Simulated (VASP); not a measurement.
Energy against volume of Ir (fcc). These are optB86b-vdW, VASP's PBE PAW potentials (set 64) (plane waves; VASP 6.6.1) values and carry that method's errors. Numerical set-up: 520 eV cut-off, 16×16×16 Γ-centred mesh, first-order Methfessel-Paxton smearing of 0.10 eV, potentials Ir.

```json
[
 {"V (Å³/atom)": "13.516", "E (eV/atom)": "-6.52211"},
 {"V (Å³/atom)": "13.948", "E (eV/atom)": "-6.57467"},
 {"V (Å³/atom)": "14.379", "E (eV/atom)": "-6.59162"},
 {"V (Å³/atom)": "14.810", "E (eV/atom)": "-6.57887"}
]
```

Problem. Fit these four points and predict the energy of the run at 15.242 Å³/atom.

Solution. A cubic in V^(−2/3), the third-order Birch-Murnaghan form, passes through the four points with V0 = 14.40 Å³/atom and B0 = 365 GPa, and gives -6.5411 eV/atom there. The run gave -6.5414 eV/atom, -0.3 meV/atom from the fit; all five points give B0 = 364 GPa.

The compound is Ir in the fcc structure. It was relaxed first.
